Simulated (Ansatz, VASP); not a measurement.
## GaP in two plane-wave programs

Aim: how closely do two programs agree when they are given the same cell, functional and k mesh? The cell is taken from a series of runs on this material, whose earlier steps may have relaxed, scaled, displaced or heated it; both programs get it as it stands.

Calculated with Ansatz 0.2.0; plane waves, with VASP 6.6.1 beside it; relaxation of cell and atoms at RPBE.

## 1. Starting point

The structure is cubic, space group F-43m (No. 216). Conventional cell: a = 5.555 Å, b = 5.555 Å, c = 5.555 Å, α = 90.00°, β = 90.00°, γ = 90.00°. Nearest to Ga lie 4 P at 2.41 Å. Nearest to P lie 4 Ga at 2.41 Å. Farther neighbours are not listed.

Coordinates:

```cif
data_structure
_symmetry_space_group_name_H-M 'P 1'
_symmetry_Int_Tables_number 1
_cell_length_a 3.9280
_cell_length_b 3.9280
_cell_length_c 3.9280
_cell_angle_alpha 60.000
_cell_angle_beta 60.000
_cell_angle_gamma 60.000
_cell_volume 42.85
loop_
_atom_site_label
_atom_site_type_symbol
_atom_site_fract_x
_atom_site_fract_y
_atom_site_fract_z
_atom_site_occupancy
Ga1 Ga 0.00000 0.00000 0.00000 1
P2 P 0.25000 0.25000 0.25000 1
```

## 2. VASP: relaxation of cell and atoms, RPBE

The relaxed volume is the usual yardstick between codes: in a stiff, nearly cubic crystal its relative difference is about their pressure difference at one cell divided by the bulk modulus.

Lines of VASP's logs that name or quote its potential files are left out, and so is its time.

File INCAR:

```
SYSTEM = GaP
PREC = Accurate
ENCUT = 500
EDIFF = 1E-07
NELM = 120
ISMEAR = 0
SIGMA = 0.01
LREAL = .FALSE.
ALGO = Normal
GGA = RP
NBANDS = 15
LORBIT = 11
LWAVE = .FALSE.
LCHARG = .FALSE.
ISIF = 3
IBRION = 2
NSW = 80
EDIFFG = -0.005
LASPH = .TRUE.
GGA_COMPAT = .FALSE.
NELMIN = 4
EFERMI = MIDGAP
```

File POSCAR:

```
GaP
1.0
    0.0000000000      2.7774910000      2.7774910000
    2.7774910000      0.0000000000      2.7774910000
    2.7774910000      2.7774910000      0.0000000000
Ga P
1 1
Direct
    0.0000000000      0.0000000000      0.0000000000
    0.2500000900      0.2500000900      0.2500000900
```

File KPOINTS:

```
Automatic mesh
0
Gamma
8 8 8
0 0 0
```

The projector-augmented-wave data sets are Ga_d and P (PBE family, release 64).

Started as:

```bash
mpirun -np 1 vasp_std
```

Numbers of over 12 decimals in the logs are rounded to 6 here.

What it wrote:

```text
[banner, memory and clock lines left out]
running    1 mpi-ranks, on    1 nodes
 distrk:  each k-point on    1 cores,    1 groups
 distr:  one band on    1 cores,    1 groups

 POSCAR found type information on POSCAR GaP
 POSCAR found :  2 types and       2 ions
|                                                                             |
|               ----> ADVICE to this user running VASP <----                  |
|                                                                             |
|     You enforced a specific xc type in the INCAR file but a different       |
|     [... a line on the potential file left out ...]
|     I HOPE YOU KNOW WHAT YOU ARE DOING!                                     |
|                                                                             |

 LDA part: xc-table for (Slater+PW92), standard interpolation
 POSCAR, INCAR and KPOINTS ok, starting setup
 FFT: planning ... GRIDC
 FFT: planning ... GRID_SOFT
 FFT: planning ... GRID
 WAVECAR not read
 entering main loop
       N       E                     dE             d eps       ncg     rms          rms(c)
DAV:   1     0.832897721279E+02    0.83290E+02   -0.89977E+03   878   0.165E+03
DAV:   2    -0.228840809406E+01   -0.85578E+02   -0.81675E+02  1010   0.319E+02
DAV:   3    -0.857603674402E+01   -0.62876E+01   -0.62670E+01  1080   0.685E+01
DAV:   4    -0.868214731402E+01   -0.10611E+00   -0.10609E+00  1062   0.989E+00
DAV:   5    -0.868436261920E+01   -0.22153E-02   -0.22153E-02  1139   0.123E+00    0.460E+00
DAV:   6    -0.846923912275E+01    0.21512E+00   -0.38231E-01  1326   0.102E+01    0.307E+00
DAV:   7    -0.845468803996E+01    0.14551E-01   -0.99440E-02  1139   0.209E+00    0.118E+00
DAV:   8    -0.845889284803E+01   -0.42048E-02   -0.15641E-02  1018   0.156E+00    0.179E-01
DAV:   9    -0.845999946629E+01   -0.11066E-02   -0.20276E-03  1066   0.586E-01    0.117E-01
DAV:  10    -0.846018567975E+01   -0.18621E-03   -0.17977E-04  1158   0.131E-01    0.628E-02
DAV:  11    -0.846041012071E+01   -0.22444E-03   -0.46864E-04   975   0.147E-01    0.108E-02
DAV:  12    -0.846040989313E+01    0.22758E-06   -0.83764E-06  1146   0.335E-02    0.350E-03
DAV:  13    -0.846041128603E+01   -0.13929E-05   -0.30599E-06  1024   0.131E-02    0.420E-03
DAV:  14    -0.846041147790E+01   -0.19187E-06   -0.30472E-07  1101   0.367E-03    0.266E-03
DAV:  15    -0.846041147477E+01    0.31296E-08   -0.15020E-08   736   0.119E-03
   1 F= -.84604115E+01 E0= -.84604115E+01  d E =-.846041E+01
 curvature:   0.00 expect dE= 0.000E+00 dE for cont linesearch  0.000E+00
 trial: gam= 0.00000 g(F)=  0.444E-41 g(S)=  0.267E-04 ort = 0.000E+00 (trialstep = 0.100E+01)
 search vector abs. value=  0.267E-04
 bond charge predicted
       N       E                     dE             d eps       ncg     rms          rms(c)
DAV:   1    -0.846070758804E+01   -0.29611E-03   -0.35718E-03  1115   0.111E+00    0.101E-01
DAV:   2    -0.846048305273E+01    0.22454E-03   -0.36268E-04  1066   0.422E-01    0.464E-02
DAV:   3    -0.846042620406E+01    0.56849E-04   -0.65059E-05  1164   0.156E-01    0.103E-02
DAV:   4    -0.846042223686E+01    0.39672E-05   -0.66017E-06  1019   0.339E-02    0.486E-03
DAV:   5    -0.846042180750E+01    0.42936E-06   -0.69291E-07  1113   0.113E-02    0.128E-03
DAV:   6    -0.846042184037E+01   -0.32875E-07   -0.24767E-08   582   0.178E-03
   2 F= -.84604218E+01 E0= -.84604218E+01  d E =-.103656E-04
 trial-energy change:   -0.000010  1 .order   -0.000007   -0.000027    0.000012
 step:   0.7730(harm=  0.6923)  dis= 0.00000  next Energy=    -8.460423 (dE=-0.117E-04)
 reached required accuracy - stopping structural energy minimisation
```

OUTCAR, selected parts (step 2):

```text
ion  position               nearest neighbor table
   1  0.000  0.000  0.000-   2 2.41   2 2.41   2 2.41   2 2.41
   2  0.250  0.250  0.250-   1 2.41   1 2.41   1 2.41   1 2.41

  LATTYP: Found a face centered cubic cell.
 ALAT       =     5.5549820000

 Subroutine GETGRP returns: Found 24 space group operations
 (whereof 24 operations were pure point group operations)

The static configuration has the point symmetry T_d .

 Found     29 irreducible k-points:

   k-points           NKPTS =     29   k-points in BZ     NKDIM =     29   number of bands    NBANDS=     15

   dimension x,y,z NGX =    30 NGY =   30 NGZ =   30
   dimension x,y,z NGXF=    60 NGYF=   60 NGZF=   60

   ENCUT  =  500.0 eV  36.75 Ry    6.06 a.u.   7.16  7.16  7.16*2*pi/ulx,y,z

   NELECT =      18.0000    total number of electrons

 k-points in reciprocal lattice and weights: Automatic mesh
   0.00000000  0.00000000  0.00000000       0.002
   0.12500000  0.00000000  0.00000000       0.016
   0.25000000  0.00000000  0.00000000       0.016
   0.37500000  0.00000000  0.00000000       0.016
   0.50000000  0.00000000  0.00000000       0.008
   0.12500000  0.12500000  0.00000000       0.012
   0.25000000  0.12500000  0.00000000       0.047
   0.37500000  0.12500000  0.00000000       0.047
   0.50000000  0.12500000  0.00000000       0.047
[...]
-0.37500000  0.50000000  0.12500000       0.023
  -0.25000000  0.50000000  0.25000000       0.012

 average (electrostatic) potential at core
       1 -65.9576       2 -83.9311

 E-fermi :   4.9469

 k-point     1 :       0.0000    0.0000    0.0000
  band No.  band energies     occupation
    ...
      5     -10.1809      2.00000
      6      -7.8612      2.00000
      7       4.1955      2.00000
      8       4.1955      2.00000
      9       4.1955      2.00000
     10       5.6982      0.00000
     11       8.1249      0.00000
     12       8.1249      0.00000
     13       8.1249      0.00000
     14      13.0099      0.00000
    ...

 k-point     2 :       0.1250    0.0000    0.0000
  band No.  band energies     occupation
    ...
      5     -10.1808      2.00000
      6      -7.6739      2.00000
      7       2.6008      2.00000
      8       3.9871      2.00000
      9       3.9871      2.00000
     10       6.4292      0.00000
     11       8.4495      0.00000
     12       8.4495      0.00000
     13       8.6194      0.00000
     14      13.3072      0.00000
    ...

 k-point     3 :       0.2500    0.0000    0.0000
  band No.  band energies     occupation
    ...
      5     -10.1797      2.00000
      6      -7.1444      2.00000
      7       0.4749      2.00000
      8       3.5879      2.00000
      9       3.5879      2.00000
     10       6.2480      0.00000
     11       8.9388      0.00000
     12       8.9388      0.00000
     13      10.3733      0.00000
     14      13.1374      0.00000
    ...

  Total        0.0085338      0.0085338      0.0085338     -0.0000000      0.0000000      0.0000000
  in kB        0.3194976      0.3194976      0.3194976     -0.0000000      0.0000000      0.0000000
  external PRESSURE =       0.3194976 kB  Pullay stress =       0.0000000 kB

  energy-cutoff  :      500.00
  volume of cell :       42.79
      direct lattice vectors                 reciprocal lattice vectors
     0.000000000  2.776204668  2.776204668    -0.180101995  0.180101995  0.180101995
     2.776204668 -0.000000000  2.776204668     0.180101995 -0.180101995  0.180101995
     2.776204668  2.776204668  0.000000000     0.180101995  0.180101995 -0.180101995

 POSITION                                       TOTAL-FORCE (eV/Angst)
 -----------------------------------------------------------------------------------
      2.77620     -0.00000      2.77620        -0.000000     -0.000000     -0.000000
      1.38810      1.38810      1.38810         0.000000      0.000000      0.000000
 -----------------------------------------------------------------------------------
    total drift:                               -0.000083     -0.000083     -0.000083

  FREE ENERGIE OF THE ION-ELECTRON SYSTEM (eV)
  ---------------------------------------------------
  free  energy   TOTEN  =        -8.4604218404 eV

  energy  without entropy=       -8.4604218404  energy(sigma->0) =       -8.46042184

 reached required accuracy - stopping structural energy minimisation

 total charge
# of ion       s       p       d       tot
------------------------------------------
    1        0.855   0.795  10.002  11.652
    2        1.024   1.501   0.000   2.526
--------------------------------------------------
tot          1.880   2.296  10.002  14.178

[... 3 further parts left out ...]
```

CONTCAR:

```
GaP
   1.00000000000000
     0.0000000000000000    2.7762046675875740    2.7762046675875740
     2.7762046675875740   -0.0000000000000000    2.7762046675875740
     2.7762046675875740    2.7762046675875740    0.0000000000000000
  Ga              P
     1     1
Direct
     0.0000000000000000    1.0000000000000000    0.0000000000000000
     0.2500000900000003    0.2500000900000003    0.2500000900000003
```

The run keeps the 24 symmetry operations of its start, so it cannot find a distortion of lower symmetry.

## 3. Ansatz: relaxation of cell and atoms, RPBE

Ansatz runs on its default PAW (the set named soft_2) files.

The same cell, functional and mesh now go to Ansatz, which takes its cutoff from its data sets.

File input.yaml:

```yaml
crystal:
  lattice:
    - [0.0, 2.7774910093, 2.7774910093]
    - [2.7774910093, 0.0, 2.7774910093]
    - [2.7774910093, 2.7774910093, 0.0]
  atoms:
    - { symbol: Ga, position: [0.0, 0.0, 0.0] }
    - { symbol: P, position: [0.25, 0.25, 0.25] }
kpoints:
  mp_grid: { grid: [8, 8, 8] }
hamiltonian:
  xc: rpbe
scf:
  occupations: { method: fixed }
output:
  forces: true
  stress: true
  eigenvalues: true
relax:
  adjacent_minimum: "off"
  f_tol: 0.001
  max_steps: 60
  cell: { stress_tol: 0.01 }
```

Started as:

```bash
ansatz run input.yaml --threads 2 --pin off --max-ram 5120MiB --backend cpu --events-out ev --progress --plain --runs-dir out
```

What it wrote:

```text
Engine: ansatz 0.2.0, aarch64-unknown-linux-gnu
Pseudopotentials: kind: paw
Pseudopotential: Ga, paw, valence charge 13, recommended cutoff 420 eV (normal), Ga.paw.azcp
Pseudopotential: P, paw, valence charge 5, recommended cutoff 420 eV (normal), P.paw.azcp
Functional definition: RPBE
  parameter kappa = 0.804
  parameter beta = 0.066725
  exchange = rpbe_x(kappa = kappa, mu = beta*pi^2/3)
  correlation = pbe_c(beta = beta)
Crystal: 2 atoms, lattice volume = 42.854 Å³
Basis set: ecut = 420 eV, 869 PW (Γ), exchange–correlation on 54×54×54 points (8 copies of the dense FFT grid, shifted against one another)
Bands: 13, of which v1, the nominal top of the filled ones, is band 9 counted from 1 (8 counted from 0)
Symmetry: 24 space group operations
Space group: F-43m (ITA 216), of the structure as read, at distance tolerance 3.5e-5 Å
k-points: 29 of 512 (time reversal used)
Non-local potential: Ga, projectors of the file, l = 0: 2, l = 1: 2, l = 2: 3, l = 3: 1
Non-local potential: P, projectors of the file, l = 0: 2, l = 1: 2, l = 2: 2
PAW form: soft (Blöchl's): semilocal exchange-correlation on the pseudo side does not see the compensation charge
PAW frozen core: Ga, regenerated for the run's functional, and the local potential with it (the file was generated under x = pbe(κ = 0.804, μ = 0.219515), c = pbe(β = 0.066725))
PAW frozen core: P, regenerated for the run's functional, and the local potential with it (the file was generated under x = pbe(κ = 0.804, μ = 0.219515), c = pbe(β = 0.066725))
PAW one-centre angular grid: Ga, 590 points (default); XC on 64 Gauss nodes
PAW one-centre angular grid: P, 110 points (default); XC on 64 Gauss nodes
Initial density: superposition of atomic densities (neutral atoms: chi_scale 0, normalization atom), corrected by the library's trained network
Initial wavefunctions: pseudopotential atomic-orbital guess
Functional: x = rpbe, c = pbe(β = 0.066725)
SCF iter   1: F=—  HF=-4548.404693 eV  |F-HF|=—  |Δ(HF+E_count)|=         —  Δρ=3.25e-3  dr2=1.89e-3  ethr=1.77e-3  ⟨swp⟩=5.0  Hψ=1992  notcnv=0  defer=50
preconditioner: auto → none  [insulator: Δε(μ)=1.496 eV  Ē_g=15.336 eV  n_scr=14 (ndim 8)  ℏωp=24.1 eV  f_vac=0.021  ε∞_Penn≈3.5]
SCF iter   2: F=—  HF=-4548.403683 eV  |F-HF|=—  |Δ(HF+E_count)|=   1.01e-3  Δρ=1.17e-3  dr2=6.26e-4  ethr=1.05e-5  ⟨swp⟩=2.6  Hψ=958  notcnv=0  defer=55
SCF iter   3: F=—  HF=-4548.403362 eV  |F-HF|=—  |Δ(HF+E_count)|=   3.21e-4  Δρ=5.25e-4  dr2=7.92e-5  ethr=3.48e-6  ⟨swp⟩=2.0  Hψ=702  notcnv=0  defer=52
SCF iter   4: F=—  HF=-4548.403376 eV  |F-HF|=—  |Δ(HF+E_count)|=   1.40e-5  Δρ=1.67e-4  dr2=5.70e-6  ethr=4.40e-7  ⟨swp⟩=2.2  Hψ=584  notcnv=0  defer=51
SCF iter   5: F=—  HF=-4548.403377 eV  |F-HF|=—  |Δ(HF+E_count)|=   3.97e-7  Δρ=5.88e-5  dr2=8.02e-7  ethr=3.17e-8  ⟨swp⟩=2.0  Hψ=621  notcnv=0  defer=55
SCF iter   6: F=-4548.403378 eV  HF=-4548.403377 eV  |F-HF|=6.86e-8  |Δ(HF+E_count)|=   6.13e-7  Δρ=7.37e-6  dr2=1.77e-8  ethr=5.56e-10  ⟨swp⟩=7.7  Hψ=2545  notcnv=0
SCF 1 converged in 6 iterations: F = -4548.403378 eV  dr2 = 1.77e-8
  greatest PAW one-centre occupation: 0.994 electrons in one spin orbital (limit 2), on the Ga atom at site 0 (counted from 0), in its partial waves of l = 2
relax step   1: F+E_penalty+E_count = -4548.40337755 eV  Δ(F+E_penalty+E_count) = +0.000e0 eV  max|allowed force component| = 2.591e-16 eV/Å  Δτ_max = 0.0000 Å  P = +0.008 GPa  Ω = 42.854 Å³  (6 SCF iters, dr2 threshold 1.00e-7 eV, accepted)
Initial density: handed on by an earlier stage of this run
Initial wavefunctions: pseudopotential atomic-orbital guess (no wavefunctions were taken with the density)
iter 1 solved again at ethr=8.76e-7 eV; its pass at ethr=3.10e-3 eV (dr2=1.58e-4 eV) is discarded
SCF iter   1: F=—  HF=-4548.403370 eV  |F-HF|=—  |Δ(HF+E_count)|=         —  Δρ=7.77e-6  dr2=2.07e-8  ethr=8.76e-7  ⟨swp⟩=2.7  Hψ=2955  notcnv=0  defer=57
eigensolver tolerance schedule: the retry pair's looser diagonalisation over-reported the residual by 7609.22 of it (diagonalisation noise at an unbounded share of the residual, at the tolerance the schedule requests for it); recorded, not acted on — ethr = c·dr2/N_el stays at c = 1.0e-1
preconditioner: auto → none  [insulator: Δε(μ)=1.493 eV  Ē_g=15.314 eV  n_scr=14 (ndim 8)  ℏωp=24.1 eV  f_vac=0.018  ε∞_Penn≈3.5]
SCF iter   2: F=—  HF=-4548.403378 eV  |F-HF|=—  |Δ(HF+E_count)|=   7.87e-6  Δρ=5.08e-6  dr2=7.20e-9  ethr=1.15e-10  ⟨swp⟩=3.4  Hψ=888  notcnv=0  defer=45
SCF iter   3: F=—  HF=-4548.403378 eV  |F-HF|=—  |Δ(HF+E_count)|=   1.55e-8  Δρ=2.57e-6  dr2=1.28e-9  ethr=4.00e-11  ⟨swp⟩=2.0  Hψ=638  notcnv=0  defer=45
SCF iter   4: F=—  HF=-4548.403378 eV  |F-HF|=—  |Δ(HF+E_count)|=   1.84e-8  Δρ=5.24e-7  dr2=9.54e-11  ethr=7.09e-12  ⟨swp⟩=2.7  Hψ=685  notcnv=0  defer=45
SCF iter   5: F=—  HF=-4548.403378 eV  |F-HF|=—  |Δ(HF+E_count)|=  9.42e-10  Δρ=1.23e-7  dr2=5.98e-12  ethr=5.30e-13 (applied; sched 1.00e-12)  ⟨swp⟩=2.7  Hψ=666  notcnv=0  defer=45
SCF iter   6: F=—  HF=-4548.403378 eV  |F-HF|=—  |Δ(HF+E_count)|=  4.91e-11  Δρ=5.89e-8  dr2=1.09e-12  ethr=1.00e-12  ⟨swp⟩=10.0  Hψ=2502  notcnv=0
SCF iter   7: F=-4548.403378 eV  HF=-4548.403378 eV  |F-HF|=0.00e0  |Δ(HF+E_count)|=    0.00e0  Δρ=9.79e-9  dr2=3.24e-14  ethr=1.00e-12  ⟨swp⟩=4.9  Hψ=1335  notcnv=0
SCF 2 converged in 7 iterations: F = -4548.403378 eV  dr2 = 3.24e-14
relax step   2: F+E_penalty+E_count = -4548.40337758 eV  Δ(F+E_penalty+E_count) = -3.020e-8 eV  max|allowed force component| = 2.128e-16 eV/Å  Δτ_max = 0.0000 Å  P = +0.008 GPa  Ω = 42.854 Å³  stress off target by 8.15e-3 GPa  SCF on the basis re-selected at this cell (its energy is not comparable with the rows above)  (7 SCF iters)
basis re-selected at this cell: Δ(F+E_penalty+E_count) = -3.020e-8 eV, ΔP = +0.000 GPa vs the last step (what re-selecting the basis moved, of the pressure what is left beyond the Pulay correction that the steps carried, after the strain that the cell walked since its last selection, with what the two solves' SCF thresholds leave and, on support functions, any second-order correction that the steps lacked; it is no m [...]
SCF converged after 7 iterations
Free energy (F): -4548.403378 eV
Harris-Foulkes:  -4548.403378 eV  (|F-HF|=0.00e0)
Internal energy: -4548.403378 eV  (E = F + TS)
E sigma→0 (E₀):  -4548.403378 eV
Fermi energy:    6.483713 eV
--- Per-component energies (eV) ---
  E_band       = -66.335237
  E_kinetic    = 184.517715
  E_local      = -2237.853724  (includes V_loc(G=0)·N_el)
  E_nonlocal   = 458.074566
  E_hartree    = 1032.445588
  E_xc         = -130.054047
  E_vxc        = -117.635925  (∫ρ·V_xc dr)
  E_paw        = -2567.422949  (= ΣΔE_a)
  E_vpaw       = -418.328925  (= ΣTr[D̂ρ^β])
  E_aug_tail   = -0.000115  (compensation charges beyond the density's cutoff)
  E_ewald      = -1287.955792
  E_core_change = -0.154620  (= ΣΔE_core)
  E_smearing   = -0.000000  (= −TS)
  E_closure    = -0.000000  (closes the sum)
  Σ components = -4548.403378   (vs F -4548.403378, Δ=0.00e0)
--- Forces (eV/Å), atoms counted from 1 ---
  atom   1  Ga     0.00000000    -0.00000000    -0.00000000
  atom   2  P     -0.00000000    -0.00000000    -0.00000000
  max |Σ_I F_I| component: 9.25e-17 eV/Å
--- Stress (GPa, compression-positive) ---
        0.008148       0.000000       0.000000
        0.000000       0.008148       0.000000
       -0.000000       0.000000       0.008148
  P = ⅓ Tr σ = 0.0081 GPa (0.081 kbar)
--- Band table (eV; the first three rows and the last of 29) ---
  k-point 0: bands = [... 5 lower, -5.5663, 6.4837, 6.4837, 6.4837, 7.9767, 10.4181, 10.4181, 10.4181]
  k-point 1: bands = [... 5 lower, -5.3792, 4.8891, 6.2756, 6.2756, 8.7119, 10.7417, 10.7417, 10.9071]
  k-point 2: bands = [... 5 lower, -4.8501, 2.7645, 5.8766, 5.8766, 8.5351, 11.2297, 11.2297, 12.6530]
  k-point 28: bands = [... 5 lower, -2.7991, 0.2164, 3.1995, 3.3618, 11.1416, 11.2583, 12.4911, 12.7330]
--- Relaxed structure (1 steps of the walk, 1 accepted, 1 SCFs on fresh bases) ---
  F+E_penalty+E_count = -4548.40337758 eV   max|allowed force component| = 2.128e-16 eV/Å   (the final SCF, on the basis selected at the relaxed cell)
  cell:  # Å, volume = 42.8537 Å³
    - [0.0, 2.7774910093, 2.7774910093]
    - [2.7774910093, 0.0, 2.7774910093]
    - [2.7774910093, 2.7774910093, 0.0]
  atoms:
    - { symbol: Ga, position: [0.0, 0.0, 0.0] }
    - { symbol: P, position: [0.25, 0.25, 0.25] }
```

Reading the cycles: dr2 is the Hartree energy of the density residual (eV), the measure of convergence; HF is the Harris–Foulkes estimate of the energy, which meets the free energy F at convergence.

## 4. Side by side

Known differences besides the potentials themselves: fixed occupations in Ansatz, narrow Gaussian smearing in VASP; the cutoff is 420 eV in Ansatz and 500 eV in VASP; Ansatz makes its cores anew for this functional, VASP keeps those of its PBE data sets; Ansatz adds a Pulay correction to the stress that steers its cell, VASP none. Total energies have different zeros and are not compared.

Compared:

| quantity | Ansatz | VASP | difference |
| --- | --- | --- | --- |
| volume (Å³) | 42.85 | 42.79 | +0.14 % |
| edge a after relaxation, in the typed setting (Å) | 3.928 | 3.926 | +0.05 % |

## 5. Summary of results

```yaml
difference_in_volume_relaxation_of_cell_and_atoms_rpbe: 0.14 %
```

**Reading.** The difference in volume is 0.14 % (relaxation of cell and atoms, RPBE), within the 1.2 % picked in this series as the mark of a large difference, as far as the stopping tolerances let one tell. 1 further run of this series is not shown here. How closely two codes agree says nothing of how well the functional describes the real material.

[Lines on the potential files, build, host, timing and source positions are cut from VASP's logs without a mark.]

[Logs are printed without paths, hosts, clocks, repeated set-up lines and the standing remarks that a program may print on its own settings, such as how far it seeks lower states.]

[Hosts, paths, dates, database ids (printed as entryN), source tags and the programs' standing remarks are cut or masked in the printed files.]
